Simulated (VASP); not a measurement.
OSZICAR of a VASP run on Tl (hcp):

### OSZICAR
```
...
DAV:   1     0.105327210087E+03    0.10533E+03   -0.12613E+04  1256   0.117E+03
DAV:   2    -0.284517304019E+01   -0.10817E+03   -0.10677E+03  1331   0.256E+02
DAV:   3    -0.445998326062E+01   -0.16148E+01   -0.15907E+01  1473   0.283E+01
DAV:   4    -0.446984754845E+01   -0.98643E-02   -0.98618E-02  1334   0.227E+00
DAV:   5    -0.446996917715E+01   -0.12163E-03   -0.12163E-03  1494   0.255E-01    0.255E+00
DAV:   6    -0.443184791141E+01    0.38121E-01   -0.75763E-02  1296   0.229E+00    0.182E+00
DAV:   7    -0.442538737970E+01    0.64605E-02   -0.32507E-02  1266   0.150E+00    0.663E-01
DAV:   8    -0.442495653940E+01    0.43084E-03   -0.22462E-03  1272   0.384E-01    0.335E-02
DAV:   9    -0.442496301778E+01   -0.64784E-05   -0.14426E-05  1441   0.357E-02    0.116E-02
DAV:  10    -0.442496881956E+01   -0.58018E-05   -0.56181E-06   989   0.214E-02    0.145E-03
DAV:  11    -0.442496902743E+01   -0.20787E-06   -0.37830E-07   663   0.578E-03
   1 F= -.44249690E+01 E0= -.44243630E+01  d E =-.442497E+01
       N       E                     dE             d eps       ncg     rms          rms(c)
DAV:   1    -0.467603164438E+01   -0.25106E+00   -0.48463E+00  1230   0.197E+01    0.292E+00
DAV:   2    -0.446526037273E+01    0.21077E+00   -0.43656E-01  1226   0.544E+00    0.940E-01
DAV:   3    -0.443425628156E+01    0.31004E-01   -0.96562E-02  1242   0.266E+00    0.728E-01
DAV:   4    -0.443254834338E+01    0.17079E-02   -0.40055E-03  1250   0.428E-01    0.577E-02
DAV:   5    -0.443242176924E+01    0.12657E-03   -0.95593E-04  1292   0.265E-01    0.263E-02
DAV:   6    -0.443241471833E+01    0.70509E-05   -0.19724E-05  1260   0.359E-02    0.723E-03
DAV:   7    -0.443241431286E+01    0.40547E-06   -0.92141E-07   758   0.880E-03
   2 F= -.44324143E+01 E0= -.44316164E+01  d E =-.744529E-02
       N       E                     dE             d eps       ncg     rms          rms(c)
DAV:   1    -0.444349328546E+01   -0.11079E-01   -0.21335E-01  1229   0.407E+00    0.604E-01
DAV:   2    -0.443407990851E+01    0.94134E-02   -0.20297E-02  1227   0.118E+00    0.194E-01
DAV:   3    -0.443274757994E+01    0.13323E-02   -0.42981E-03  1242   0.562E-01    0.145E-01
DAV:   4    -0.443266855402E+01    0.79026E-04   -0.20305E-04  1250   0.937E-02    0.129E-02
DAV:   5    -0.443266335863E+01    0.51954E-05   -0.51752E-05  1257   0.609E-02    0.945E-03
DAV:   6    -0.443266267272E+01    0.68592E-06   -0.16489E-06   784   0.108E-02
   3 F= -.44326627E+01 E0= -.44318372E+01  d E =-.769365E-02
       N       E                     dE             d eps       ncg     rms          rms(c)
DAV:   1    -0.443502829588E+01   -0.23649E-02   -0.83439E-02  1233   0.227E+00    0.213E-01
DAV:   2    -0.443356622817E+01    0.14621E-02   -0.15124E-03  1248   0.377E-01    0.115E-01
DAV:   3    -0.443297498085E+01    0.59125E-03   -0.94278E-04  1257   0.294E-01    0.419E-02
DAV:   4    -0.443296296780E+01    0.12013E-04   -0.93579E-05  1288   0.794E-02    0.655E-03
DAV:   5    -0.443296242193E+01    0.54587E-06   -0.58124E-06  1273   0.215E-02
   4 F= -.44329624E+01 E0= -.44320784E+01  d E =-.299749E-03
       N       E                     dE             d eps       ncg     rms          rms(c)
DAV:   1    -0.443456022669E+01   -0.15973E-02   -0.57532E-02  1233   0.189E+00    0.177E-01
DAV:   2    -0.443354911081E+01    0.10111E-02   -0.10485E-03  1251   0.314E-01    0.949E-02
DAV:   3    -0.443314445705E+01    0.40465E-03   -0.64845E-04  1256   0.244E-01    0.350E-02
DAV:   4    -0.443313670431E+01    0.77527E-05   -0.64275E-05  1290   0.657E-02    0.547E-03
DAV:   5    -0.443313631487E+01    0.38945E-06   -0.40098E-06  1256   0.178E-02
   5 F= -.44331363E+01 E0= -.44322070E+01  d E =-.473642E-03
       N       E                     dE             d eps       ncg     rms          rms(c)
DAV:   1    -0.443915358077E+01   -0.60169E-02   -0.23018E-01  1234   0.377E+00    0.357E-01
DAV:   2    -0.443501062194E+01    0.41430E-02   -0.42976E-03  1250   0.628E-01    0.190E-01
DAV:   3    -0.443337685686E+01    0.16338E-02   -0.26073E-03  1259   0.485E-01    0.701E-02
DAV:   4    -0.443334213941E+01    0.34717E-04   -0.25209E-04  1287   0.130E-01    0.110E-02
DAV:   5    -0.443334078722E+01    0.13522E-05   -0.14920E-05  1314   0.344E-02    0.629E-03
DAV:   6    -0.443334088033E+01   -0.93118E-07   -0.94956E-07   673   0.795E-03
   6 F= -.44333409E+01 E0= -.44323454E+01  d E =-.678208E-03
       N       E                     dE             d eps       ncg     rms          rms(c)
DAV:   1    -0.445771540060E+01   -0.24375E-01   -0.92305E-01  1234   0.755E+00    0.724E-01
DAV:   2    -0.444038442253E+01    0.17331E-01   -0.17962E-02  1248   0.125E+00    0.383E-01
DAV:   3    -0.443371140837E+01    0.66730E-02   -0.10614E-02  1260   0.958E-01    0.141E-01
DAV:   4    -0.443357065192E+01    0.14076E-03   -0.97352E-04  1284   0.254E-01    0.225E-02
DAV:   5    -0.443356611224E+01    0.45397E-05   -0.55249E-05  1319   0.665E-02    0.124E-02
DAV:   6    -0.443356597357E+01    0.13867E-06   -0.41572E-06  1162   0.162E-02
   7 F= -.44335660E+01 E0= -.44326750E+01  d E =-.903301E-03
       N       E                     dE             d eps       ncg     rms          rms(c)
DAV:   1    -0.453196263347E+01   -0.98397E-01   -0.37178E+00  1234   0.151E+01    0.146E+00
DAV:   2    -0.446104543840E+01    0.70917E-01   -0.76155E-02  1255   0.250E+00    0.773E-01
DAV:   3    -0.443355195378E+01    0.27493E-01   -0.43889E-02  1267   0.185E+00    0.279E-01
DAV:   4    -0.443293702060E+01    0.61493E-03   -0.37730E-03  1267   0.495E-01    0.460E-02
DAV:   5    -0.443292224450E+01    0.14776E-04   -0.21429E-04  1339   0.131E-01    0.243E-02
DAV:   6    -0.443292033630E+01    0.19082E-05   -0.17994E-05  1236   0.338E-02    0.296E-03
DAV:   7    -0.443292026797E+01    0.68329E-07   -0.51087E-07   640   0.635E-03
   8 F= -.44329203E+01 E0= -.44326219E+01  d E =-.257595E-03
       N       E                     dE             d eps       ncg     rms          rms(c)
DAV:   1    -0.451526062178E+01   -0.82340E-01   -0.31190E+00  1242   0.140E+01    0.134E+00
DAV:   2    -0.445743547960E+01    0.57825E-01   -0.60552E-02  1248   0.231E+00    0.708E-01
DAV:   3    -0.443428784307E+01    0.23148E-01   -0.37223E-02  1259   0.178E+00    0.281E-01
DAV:   4    -0.443363696163E+01    0.65088E-03   -0.36330E-03  1308   0.490E-01    0.464E-02
DAV:   5    -0.443360845225E+01    0.28509E-04   -0.37539E-04  1287   0.178E-01    0.290E-02
DAV:   6    -0.443359390446E+01    0.14548E-04   -0.41848E-05  1240   0.595E-02    0.317E-03
DAV:   7    -0.443359411246E+01   -0.20800E-06   -0.80802E-07   712   0.772E-03
   9 F= -.44335941E+01 E0= -.44327584E+01  d E =-.931440E-03
       N       E                     dE             d eps       ncg     rms          rms(c)
DAV:   1    -0.445430488231E+01   -0.20711E-01   -0.77352E-01  1235   0.692E+00    0.671E-01
DAV:   2    -0.443943344817E+01    0.14871E-01   -0.15512E-02  1255   0.117E+00    0.352E-01
DAV:   3    -0.443376394729E+01    0.56695E-02   -0.90339E-03  1267   0.882E-01    0.131E-01
DAV:   4    -0.443363990266E+01    0.12404E-03   -0.83633E-04  1270   0.235E-01    0.208E-02
DAV:   5    -0.443363597309E+01    0.39296E-05   -0.49857E-05  1338   0.627E-02    0.118E-02
DAV:   6    -0.443363588710E+01    0.85991E-07   -0.35246E-06  1094   0.148E-02
  10 F= -.44336359E+01 E0= -.44331294E+01  d E =-.973214E-03
       N       E                     dE             d eps       ncg     rms          rms(c)
DAV:   1    -0.444007499304E+01   -0.64390E-02   -0.24045E-01  1243   0.387E+00    0.374E-01
DAV:   2    -0.443551118019E+01    0.45638E-02   -0.47382E-03  1247   0.660E-01    0.197E-01
DAV:   3    -0.443374078519E+01    0.17704E-02   -0.28541E-03  1251   0.505E-01    0.763E-02
DAV:   4    -0.443369152107E+01    0.49264E-04   -0.28167E-04  1286   0.137E-01    0.121E-02
DAV:   5    -0.443368950121E+01    0.20199E-05   -0.20962E-05  1321   0.410E-02    0.717E-03
DAV:   6    -0.443368898456E+01    0.51665E-06   -0.14491E-06   853   0.101E-02
  11 F= -.44336890E+01 E0= -.44330040E+01  d E =-.102631E-02
       N       E                     dE             d eps       ncg     rms          rms(c)
DAV:   1    -0.445427241391E+01   -0.20583E-01   -0.54504E-01  1236   0.609E+00    0.778E-01
DAV:   2    -0.443770341995E+01    0.16569E-01   -0.30220E-02  1256   0.149E+00    0.301E-01
DAV:   3    -0.443415879201E+01    0.35446E-02   -0.76434E-03  1276   0.770E-01    0.191E-01
DAV:   4    -0.443383580601E+01    0.32299E-03   -0.73932E-04  1273   0.235E-01    0.159E-02
DAV:   5    -0.443383213656E+01    0.36694E-05   -0.10459E-04  1266   0.855E-02    0.149E-02
DAV:   6    -0.443383052452E+01    0.16120E-05   -0.39740E-06  1111   0.167E-02    0.349E-03
DAV:   7    -0.443383039255E+01    0.13196E-06   -0.34380E-07   613   0.559E-03
  12 F= -.44338304E+01 E0= -.44333556E+01  d E =-.141408E-03
       N       E                     dE             d eps       ncg     rms          rms(c)
DAV:   1    -0.443591475419E+01   -0.20842E-02   -0.54547E-02  1236   0.192E+00    0.245E-01
DAV:   2    -0.443424914754E+01    0.16656E-02   -0.30849E-03  1256   0.479E-01    0.951E-02
DAV:   3    -0.443389671827E+01    0.35243E-03   -0.76871E-04  1276   0.246E-01    0.595E-02
DAV:   4    -0.443387132670E+01    0.25392E-04   -0.76638E-05  1273   0.757E-02    0.496E-03
DAV:   5    -0.443387091720E+01    0.40950E-06   -0.10124E-05  1260   0.265E-02    0.486E-03
DAV:   6    -0.443387103871E+01   -0.12150E-06   -0.31270E-07   616   0.466E-03
  13 F= -.44338710E+01 E0= -.44333315E+01  d E =-.182054E-03
```

Question: Which electronic solver shows in the log?

Answer: It is blocked Davidson (ALGO = Normal, or the opening steps of other solvers). The INCAR had ALGO = Normal.

Question: Can the final energy be trusted as converged?

Answer: The calculation finished and met its thresholds. It stopped with EDIFF = 1E-6, NELM = 100, NSW = 40 and EDIFFG = -0.01 after 13 ionic steps (PBE GGA, plane waves, VASP's PBE PAW potentials (set 64)). Energy and stress use the plane-wave basis of the starting cell.

The compound is Tl in the hcp structure. This run relaxes it. Symmetry was kept, so distortions that lower it aren't found.
